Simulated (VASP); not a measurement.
Here is the system:

```
Ge
1.0
    0.00000     2.75521     2.75521
    2.75521     0.00000     2.75521
    2.75521     2.75521     0.00000
Ge
2
Direct
  0.00000   0.00000   0.00000
  0.25000   0.25000   0.25000
```

Level of theory: LDA (Ceperley-Alder, Perdew-Zunger), VASP's LDA PAW potentials (set 64) (plane waves; VASP). Run with 520 eV cut-off, 11×11×11 Γ-centred mesh, first-order Methfessel-Paxton smearing of 0.10 eV, potentials Ge_d.

Q: Predict the energy per atom (σ→0), pressure.

A: 
```
Item                            Value
---------------------  --------------
energy per atom (σ→0)  -5.175 eV/atom
pressure                     5.14 GPa
```

The absolute energy has meaning only against runs of the same code, potentials and settings.

The compound is Ge in the diamond structure. This cell is one point of a volume scan, at 0.94 of the reference volume.
